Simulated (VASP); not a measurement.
Wanted: the native input for a VASP 6.6.1 run.

```
Task                   : relaxation of cell and atoms
Functional             : PBE
Potentials or basis    : VASP PAW PBE potentials, release 64 (Sn_d, C)
Cutoff                 : 520 eV
k mesh                 : 6 × 6 × 3
Occupations            : gaussian, width 0.15 eV
Spin                   : no spin polarisation
Further INCAR settings : PREC = Normal; ALGO = Fast; EDIFF = 0.0001; IBRION = 2; EDIFFG = -0.08; NSW = 24; ISIF = 3
```

The structure of Sn2C lies in POSCAR:

```
Sn2C
1.0
    2.2939930400     -2.3938990900      0.0000000000
    2.2939930400      2.3938990900      0.0000000000
    0.0000000000      0.0000000000      6.5161604100
Sn C
2 1
Direct
    0.5000000000      0.5000000000      0.1910792200
    0.5000000000      0.5000000000      0.8089207800
    0.0000000000      0.0000000000      0.5000000000
```

The cell was built by a generator and needn't be a form met in nature.

The input as run:

INCAR

```
PREC     = Normal         # precision mode
ENCUT    = 520            # plane-wave cutoff, eV
EDIFF    = 1E-4           # SCF threshold, eV
ISMEAR   = 0              # smearing method
SIGMA    = 0.15           # smearing width, eV
LREAL    = False          # projectors in reciprocal space
LASPH    = True           # aspherical terms in the spheres
NELM     = 60             # most SCF steps
ALGO     = Fast           # electronic algorithm
ISIF     = 3              # what is computed and relaxed
LWAVE    = False          # write WAVECAR
LCHARG   = False          # write CHGCAR
GGA      = PE             # functional
IBRION   = 2              # ionic algorithm
NSW      = 24             # ionic steps
EDIFFG   = -0.08          # ionic threshold
```

KPOINTS

```
regular mesh
0
Gamma
  6 6 3
```

Potentials or basis: VASP PAW PBE potentials, release 64 (Sn_d, C).

Command:

```console
$ cat potpaw_PBE.64/Sn_d/POTCAR potpaw_PBE.64/C/POTCAR > POTCAR
$ mpirun -np 1 vasp_std > vasp.out
```

It gave:

| Item | Value |
| --- | --- |
| Relaxed volume | 22.62 Å³/atom |
| Relaxed cell | a = 3.156 Å, b = 3.156 Å, c = 6.854 Å, α = 90.00°, β = 90.00°, γ = 96.26° |
| Space group after relaxing (to 0.05 Å) | Cmmm (No. 65) |
| Energy gained by relaxing | 818.4 meV/atom |
| Ionic steps | 14 |
| Pressure after relaxing | -0.1 GPa |
| Largest force after relaxing | 0.022 eV/Å |
| Band gap on the k mesh | none (metal or under the smearing width) |

Caveat: this functional lacks dispersion, which binds the layers, so the pressure and a relaxed spacing across them are unreliable.

Run time: 2.6 min on 1 thread of Intel(R) Xeon(R) Platinum 8259CL CPU @ 2.50GHz (Skylake/Cascade Lake), on a shared host, peak memory 0.16 GiB.
